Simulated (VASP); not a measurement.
Data:

```
CELL_PARAMETERS angstrom
      3.73017     0.00000     0.00000
      0.00000     3.73017     0.00000
      0.00000     0.00000     3.73017
ATOMIC_POSITIONS crystal
  Mn 0.00000 0.50000 0.50000
  Mn 0.50000 0.00000 0.50000
  Mn 0.50000 0.50000 0.00000
  Ag 0.00000 0.00000 0.00000
  N  0.50000 0.50000 0.50000
```

All values below come from LDA (Ceperley-Alder, Perdew-Zunger), VASP's LDA PAW potentials (set 64) (plane waves; VASP). Numerical set-up: 520 eV cut-off, 8×8×8 Γ-centred mesh, first-order Methfessel-Paxton smearing of 0.10 eV, potentials Mn_pv Ag N.

Predict the energy per atom (σ→0), band gap (on the k-mesh) with the smallest direct gap where there is one.

```
Quantity                                                     Value
------------------------  ----------------------------------------
band gap (on the k-mesh)  none (metal, semimetal or under 0.01 eV)
energy per atom (σ→0)                               -8.685 eV/atom
```

Total energies compare only between runs with the same potentials, cut-off and functional.

The structure comes from a computed database's Mn3AgN entry (Pm-3m); how it stands against other phases isn't given here. It was relaxed first, which changed the volume by -19 %. The start is the result of an earlier pass. The run is not spin-polarised, so no magnetic state was tried. The electron count is odd and the run is not spin-polarised, which forces a metal.
